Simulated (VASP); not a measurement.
Given:

```xyz
3
Lattice="-1.6014 1.6014 3.9079 1.6014 -1.6014 3.9079 1.6014 1.6014 -3.9079" Properties=species:S:1:pos:R:3 pbc="T T T"
Si     0.0000     0.0000     5.1953
Si     1.6014     1.6014    -1.2874
Mo     0.0000     0.0000     0.0000
```

The numbers are results of r2SCAN meta-GGA, VASP's PBE PAW potentials (set 64) (plane waves; VASP), not measurements. Settings: 400 eV cut-off, 15×15×15 Γ-centred mesh, tetrahedra with Blöchl corrections, potentials Si Mo_sv.

Task: Give the energies of bands 6 to 14 at the high-symmetry points, in eV from the Fermi level.

Result: 
```json
[
 {"band": "6", "Γ": "-6.77", "X": "-7.10", "P": "-6.66", "N": "-10.02", "M": "-10.70", "S": "-9.46", "R": "-8.23"},
 {"band": "7", "Γ": "-3.45", "X": "-6.02", "P": "-6.66", "N": "-5.21", "M": "-3.63", "S": "-7.26", "R": "-5.91"},
 {"band": "8", "Γ": "-3.11", "X": "-5.36", "P": "-6.44", "N": "-4.82", "M": "-2.26", "S": "-2.89", "R": "-4.72"},
 {"band": "9", "Γ": "-2.81", "X": "-4.71", "P": "-2.88", "N": "-2.78", "M": "-0.60", "S": "-2.68", "R": "-3.96"},
 {"band": "10", "Γ": "-2.81", "X": "-3.24", "P": "-2.25", "N": "-2.66", "M": "-0.60", "S": "-2.39", "R": "-3.10"},
 {"band": "11", "Γ": "0.35", "X": "-1.39", "P": "-2.25", "N": "-0.55", "M": "-0.57", "S": "-0.45", "R": "-1.97"},
 {"band": "12", "Γ": "3.42", "X": "2.60", "P": "0.52", "N": "2.53", "M": "-0.57", "S": "1.75", "R": "2.02"},
 {"band": "13", "Γ": "3.47", "X": "3.03", "P": "2.60", "N": "3.27", "M": "0.50", "S": "3.20", "R": "2.27"},
 {"band": "14", "Γ": "3.67", "X": "3.45", "P": "4.27", "N": "4.48", "M": "5.18", "S": "3.82", "R": "2.90"}
]
```

It has no gap at this level: it comes out as a metal or semimetal.

The compound is MoSi2 in the MoSi2 type structure. It was relaxed first.
